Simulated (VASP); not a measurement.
Output of a VASP run:

**OUTCAR**
```
 ion  position               nearest neighbor table
   1  0.000  0.000  0.000-   2 2.46   3 2.46   4 2.46   2 2.46   3 2.46   2 2.46   4 2.46   2 2.46
                             3 2.46   4 2.46   3 2.46   4 2.46
   2  0.000  0.500  0.500-   1 2.46   3 2.46   4 2.46   1 2.46   4 2.46   1 2.46   3 2.46   1 2.46
                             3 2.46   4 2.46   4 2.46   3 2.46
   3  0.500  0.000  0.500-   1 2.46   2 2.46   4 2.46   1 2.46   4 2.46   2 2.46   4 2.46   4 2.46
                             1 2.46   2 2.46   1 2.46   2 2.46
   4  0.500  0.500  0.000-   1 2.46   2 2.46   3 2.46   2 2.46   3 2.46   1 2.46   3 2.46   3 2.46
                             1 2.46   2 2.46   2 2.46   1 2.46
  LATTYP: Found a simple cubic cell.
 ALAT       =     3.4824069024
 Subroutine PRICEL returns:
 Original cell was already a primitive cell.
 Subroutine GETGRP returns: Found 48 space group operations
The static configuration has the point symmetry O_h .
The dynamic configuration has the point symmetry O_h .
The overall configuration has the point symmetry O_h .
 Subroutine INISYM returns: Found 48 space group operations
 Subroutine IBZKPT returns following result:
 Found     35 irreducible k-points:

 Following reciprocal coordinates:
            Coordinates               Weight
  0.000000  0.000000  0.000000      1.000000
  0.111111  0.000000  0.000000      6.000000
  0.222222  0.000000  0.000000      6.000000
  0.333333  0.000000  0.000000      6.000000
  0.444444  0.000000  0.000000      6.000000
  0.111111  0.111111  0.000000     12.000000
  0.222222  0.111111  0.000000     24.000000
  0.333333  0.111111  0.000000     24.000000
  0.444444  0.111111  0.000000     24.000000
  0.222222  0.222222  0.000000     12.000000
  0.333333  0.222222  0.000000     24.000000
  0.444444  0.222222  0.000000     24.000000
  0.333333  0.333333  0.000000     12.000000
  0.444444  0.333333  0.000000     24.000000
  0.444444  0.444444  0.000000     12.000000
  0.111111  0.111111  0.111111      8.000000
  0.222222  0.111111  0.111111     24.000000
  0.333333  0.111111  0.111111     24.000000
  0.444444  0.111111  0.111111     24.000000
  0.222222  0.222222  0.111111     24.000000
  0.333333  0.222222  0.111111     48.000000
  0.444444  0.222222  0.111111     48.000000
  0.333333  0.333333  0.111111     24.000000
  0.444444  0.333333  0.111111     48.000000
  0.444444  0.444444  0.111111     24.000000
  0.222222  0.222222  0.222222      8.000000
  0.333333  0.222222  0.222222     24.000000
  0.444444  0.222222  0.222222     24.000000
  0.333333  0.333333  0.222222     24.000000
  0.444444  0.333333  0.222222     48.000000
  0.444444  0.444444  0.222222     24.000000
  0.333333  0.333333  0.333333      8.000000
  0.444444  0.333333  0.333333     24.000000
  0.444444  0.444444  0.333333     24.000000
  0.444444  0.444444  0.444444      8.000000
   k-points           NKPTS =     35   k-points in BZ     NKDIM =     35   number of bands    NBANDS=     20
   number of dos      NEDOS =    301   number of ions     NIONS =      4
   total plane-waves  NPLWV =  21952
   dimension x,y,z NGX =    28 NGY =   28 NGZ =   28
   dimension x,y,z NGXF=    56 NGYF=   56 NGZF=   56
   ions per type =               1   3
   PREC   = accura    normal or accurate (medium, high low for compatibility)
   ISTART =      0    job   : 0-new  1-cont  2-samecut
   ICHARG =      2    charge: 1-file 2-atom 10-const
   ISPIN  =      2    spin polarized calculation?
   LNONCOLLINEAR =      F non collinear calculations
   LSORBIT =      F    spin-orbit coupling
   INIWAV =      1    electr: 0-lowe 1-rand  2-diag
   ENCUT  =  520.0 eV  38.22 Ry    6.18 a.u.   6.47  6.47  6.47*2*pi/ulx,y,z
   NELM   =    100;   NELMIN=  2; NELMDL= -5     # of ELM steps
   EDIFF  = 0.1E-06   stopping-criterion for ELM
   LREAL  =      F    real-space projection
   NLSPLINE    = F    spline interpolate recip. space projectors
   LMAXMIX     =    4 max onsite mixed and CHGCAR
   VOSKOWN=      0    Vosko Wilk Nusair interpolation
   EDIFFG = 0.1E-05   stopping-criterion for IOM
   NSW    =      0    number of steps for IOM
...
```

**OSZICAR**
```
       N       E                     dE             d eps       ncg     rms          rms(c)
DAV:   1     0.191752804922E+03    0.19175E+03   -0.14739E+04  2816   0.215E+03
DAV:   2    -0.193246782204E+02   -0.21108E+03   -0.20385E+03  2804   0.377E+02
DAV:   3    -0.300630863287E+02   -0.10738E+02   -0.98752E+01  3004   0.115E+02
DAV:   4    -0.302901956133E+02   -0.22711E+00   -0.22550E+00  3216   0.156E+01
DAV:   5    -0.302973754892E+02   -0.71799E-02   -0.71784E-02  3408   0.253E+00    0.206E+01
DAV:   6    -0.307408889962E+02   -0.44351E+00   -0.74058E+01  3124   0.145E+02    0.199E+01
DAV:   7    -0.259013367742E+02    0.48396E+01   -0.20694E+01  3092   0.771E+01    0.270E+00
DAV:   8    -0.258593556212E+02    0.41981E-01   -0.46973E-01  3064   0.605E+00    0.150E+00
DAV:   9    -0.258295206588E+02    0.29835E-01   -0.46185E-02  3756   0.311E+00    0.309E-01
DAV:  10    -0.258281465687E+02    0.13741E-02   -0.15847E-03  3124   0.411E-01    0.153E-01
DAV:  11    -0.258278397244E+02    0.30684E-03   -0.20874E-04  3584   0.143E-01    0.992E-02
DAV:  12    -0.258278428631E+02   -0.31388E-05   -0.29887E-05  3292   0.702E-02    0.566E-02
DAV:  13    -0.258278801710E+02   -0.37308E-04   -0.36057E-05  3392   0.976E-02    0.621E-02
DAV:  14    -0.258278724727E+02    0.76983E-05   -0.31523E-06  3288   0.325E-02    0.613E-02
DAV:  15    -0.258279065247E+02   -0.34052E-04   -0.26933E-05  3264   0.930E-02    0.687E-02
DAV:  16    -0.258277887356E+02    0.11779E-03   -0.47199E-04  3232   0.392E-01    0.417E-02
DAV:  17    -0.258277613955E+02    0.27340E-04   -0.81300E-04  3300   0.470E-01    0.284E-02
DAV:  18    -0.258277699145E+02   -0.85189E-05   -0.49850E-05  2848   0.925E-02    0.292E-02
DAV:  19    -0.258277635822E+02    0.63323E-05   -0.49593E-06  3532   0.401E-02    0.305E-02
DAV:  20    -0.258277569960E+02    0.65862E-05   -0.33219E-05  3320   0.101E-01    0.272E-02
DAV:  21    -0.258277585913E+02   -0.15953E-05   -0.11587E-05  3236   0.536E-02    0.116E-02
DAV:  22    -0.258277585915E+02   -0.13779E-09   -0.93148E-07  2936   0.169E-02
   1 F= -.25827759E+02 E0= -.25827639E+02  d E =-.358789E-03  mag=     0.0010
```

### OUTCAR
```
------------------------ aborting loop because EDIFF is reached ----------------------------------------
  FORCE on cell =-STRESS in cart. coord.  units (eV):
  Direction    XX          YY          ZZ          XY          YZ          ZX
  --------------------------------------------------------------------------------------
  Total       -0.0829692     -0.0829692     -0.0829692      0.0000000      0.0000000      0.0000000
  in kB       -3.1476671     -3.1476671     -3.1476671      0.0000000      0.0000000      0.0000000
  external PRESSURE =      -3.1476671 kB  Pullay stress =       0.0000000 kB
  volume of cell :       42.23
      direct lattice vectors                 reciprocal lattice vectors
     3.482406902  0.000000000  0.000000000     0.287157712  0.000000000  0.000000000
     0.000000000  3.482406902  0.000000000     0.000000000  0.287157712  0.000000000
     0.000000000  0.000000000  3.482406902     0.000000000  0.000000000  0.287157712
 POSITION                                       TOTAL-FORCE (eV/Angst)
 -----------------------------------------------------------------------------------
      0.00000      0.00000      0.00000         0.000000      0.000000      0.000000
      0.00000      1.74120      1.74120         0.000000      0.000000      0.000000
      1.74120      0.00000      1.74120         0.000000      0.000000      0.000000
      1.74120      1.74120      0.00000         0.000000      0.000000      0.000000
 -----------------------------------------------------------------------------------
    total drift:                                0.000000      0.000000      0.000000
  FREE ENERGIE OF THE ION-ELECTRON SYSTEM (eV)
  ---------------------------------------------------
  free  energy   TOTEN  =       -25.8277585915 eV

  energy  without entropy=      -25.8273998026  energy(sigma->0) =      -25.82763900

 total charge

# of ion       s       p       d       tot
------------------------------------------
    1        0.419   0.423   0.000   0.842
    2        0.526   0.575   8.433   9.534
    3        0.526   0.575   8.433   9.534
    4        0.526   0.575   8.433   9.534
--------------------------------------------------
tot          1.996   2.149  25.298  29.444

 magnetization (x)

# of ion       s       p       d       tot
------------------------------------------
    1       -0.000  -0.000   0.000  -0.000
    2       -0.000  -0.000   0.001   0.001
    3       -0.000  -0.000   0.001   0.001
    4       -0.000  -0.000   0.001   0.001
--------------------------------------------------
tot         -0.000  -0.000   0.004   0.004
```
(Selected blocks of OUTCAR.)

### POSCAR
```
Ni3Al
1
    3.4824069024     0.0000000000     0.0000000000
    0.0000000000     3.4824069024     0.0000000000
    0.0000000000     0.0000000000     3.4824069024
Al Ni
1 3
Direct
  0.0000000000   0.0000000000   0.0000000000
  0.0000000000   0.5000000000   0.5000000000
  0.5000000000   0.0000000000   0.5000000000
  0.5000000000   0.5000000000   0.0000000000
```

Reconstruct the remaining input files.

One answer among several that fit: the input of the run itself, LDA (Ceperley-Alder, Perdew-Zunger), plane waves, VASP's LDA PAW potentials (set 64).

### INCAR
```
# general
SYSTEM  = Ni3Al
PREC    = Accurate
ENCUT   = 520
LREAL   = .False.
LASPH   = .True.

# electronic loop
EDIFF   = 1E-7
NELM    = 100
ALGO    = Normal
LMAXMIX = 4

# smearing
ISMEAR  = 1
SIGMA   = 0.1

# spin
ISPIN   = 2
MAGMOM  = -0.0 3*0.2

# ions
ISIF    = 2

# output
LWAVE   = .False.
LCHARG  = .False.
LORBIT  = 10
```

KPOINTS:
```
Automatic mesh
0
Gamma
9 9 9
0 0 0
```

POTCAR, in this order: Al Ni (LDA.64 set). Program: vasp_std.

The compound is Ni3Al in the L1_2 structure. It was relaxed first, which changed the volume by -7 %.
